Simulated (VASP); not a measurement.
A convergence study with VASP on TiO2 (rutile): a few settings are varied, all else stays as given below, so the limit is that of these other settings. The cell's lengths are 1 % over those of the tabulated start and one atom is moved, so it is off equilibrium.

```yaml
crystal:
  lattice:
    - [4.63590, 0.00000, 0.00000]
    - [0.00000, 4.63590, 0.00000]
    - [0.00000, 0.00000, 2.98960]
  atoms:
    - { symbol: Ti, position: [0.00000, 0.00000, 0.00000] }
    - { symbol: Ti, position: [0.50000, 0.50000, 0.50000] }
    - { symbol: O, position: [0.30500, 0.30500, 0.00000] }
    - { symbol: O, position: [0.80500, 0.19500, 0.50000] }
    - { symbol: O, position: [0.19500, 0.80500, 0.50000] }
    - { symbol: O, position: [0.70807, 0.69500, 0.00000] }
```

Computed with PBEsol GGA, VASP's PBE PAW potentials (set 64) (plane waves; VASP). The last row used: LREAL = Auto, 700 eV cut-off, 4×4×6 Γ-centred mesh, Gaussian smearing of 0.050 eV, potentials Ti_sv O.

Gaps are read on the run's mesh, which can miss a band edge.

```json
[
 {"setting": "ENCUT = 400, LREAL = .FALSE., PREC = Normal", "E (eV/atom)": "-9.3455", "pressure (GPa)": "-14.77", "largest force (eV/Å)": "0.770", "gap on the mesh (eV)": "1.678", "plane waves": "1181"},
 {"setting": "ENCUT = 500, LREAL = .FALSE., PREC = Normal", "E (eV/atom)": "-9.3371", "pressure (GPa)": "-8.25", "largest force (eV/Å)": "0.771", "gap on the mesh (eV)": "1.671", "plane waves": "1648"},
 {"setting": "ENCUT = 600, LREAL = .FALSE., PREC = Normal", "E (eV/atom)": "-9.3384", "pressure (GPa)": "-8.34", "largest force (eV/Å)": "0.771", "gap on the mesh (eV)": "1.672", "plane waves": "2168"},
 {"setting": "ENCUT = 700, LREAL = .FALSE., PREC = Normal", "E (eV/atom)": "-9.3400", "pressure (GPa)": "-8.38", "largest force (eV/Å)": "0.770", "gap on the mesh (eV)": "1.672", "plane waves": "2724"},
 {"setting": "ENCUT = 500, LREAL = .FALSE., PREC = Accurate", "E (eV/atom)": "-9.3370", "pressure (GPa)": "-8.28", "largest force (eV/Å)": "0.771", "gap on the mesh (eV)": "1.671", "plane waves": "1648"},
 {"setting": "ENCUT = 600, LREAL = .FALSE., PREC = Accurate", "E (eV/atom)": "-9.3384", "pressure (GPa)": "-8.34", "largest force (eV/Å)": "0.771", "gap on the mesh (eV)": "1.672", "plane waves": "2168"},
 {"setting": "ENCUT = 400, LREAL = Auto, PREC = Normal", "E (eV/atom)": "-9.3439", "pressure (GPa)": "-14.77", "largest force (eV/Å)": "0.769", "gap on the mesh (eV)": "1.678", "plane waves": "1181"},
 {"setting": "ENCUT = 500, LREAL = Auto, PREC = Normal", "E (eV/atom)": "-9.3370", "pressure (GPa)": "?", "largest force (eV/Å)": "?", "gap on the mesh (eV)": "1.671", "plane waves": "1648"},
 {"setting": "ENCUT = 600, LREAL = Auto, PREC = Normal", "E (eV/atom)": "-9.3386", "pressure (GPa)": "-8.41", "largest force (eV/Å)": "0.769", "gap on the mesh (eV)": "1.672", "plane waves": "2168"},
 {"setting": "ENCUT = 700, LREAL = Auto, PREC = Normal", "E (eV/atom)": "-9.3398", "pressure (GPa)": "-8.26", "largest force (eV/Å)": "0.765", "gap on the mesh (eV)": "1.672", "plane waves": "2724"},
 {"setting": "ENCUT = 400, LREAL = Auto, PREC = Accurate", "E (eV/atom)": "?", "pressure (GPa)": "?", "largest force (eV/Å)": "0.770", "gap on the mesh (eV)": "?", "plane waves": "1181"},
 {"setting": "ENCUT = 500, LREAL = Auto, PREC = Accurate", "E (eV/atom)": "-9.3382", "pressure (GPa)": "-8.14", "largest force (eV/Å)": "0.770", "gap on the mesh (eV)": "1.671", "plane waves": "1648"},
 {"setting": "ENCUT = 600, LREAL = Auto, PREC = Accurate", "E (eV/atom)": "-9.3385", "pressure (GPa)": "-8.37", "largest force (eV/Å)": "0.771", "gap on the mesh (eV)": "1.672", "plane waves": "2168"},
 {"setting": "ENCUT = 700, LREAL = Auto, PREC = Accurate", "E (eV/atom)": "-9.3401", "pressure (GPa)": "-8.36", "largest force (eV/Å)": "0.770", "gap on the mesh (eV)": "1.672", "plane waves": "2724"}
]
```

**Question.** Complete the blanks.

**Answer.** 
- ENCUT = 500, LREAL = Auto, PREC = Normal, pressure (GPa): -8.09
- ENCUT = 500, LREAL = Auto, PREC = Normal, largest force (eV/Å): 0.760
- ENCUT = 400, LREAL = Auto, PREC = Accurate, E (eV/atom): -9.3450
- ENCUT = 400, LREAL = Auto, PREC = Accurate, pressure (GPa): -14.83
- ENCUT = 400, LREAL = Auto, PREC = Accurate, gap on the mesh (eV): 1.677

Left out are rungs that failed or repeat a setting and relaxations that didn't move; long series are thinned to 24 rows.

The compound is TiO2 in the rutile structure. The cell was not relaxed at this level, it is distorted from the ideal structure.
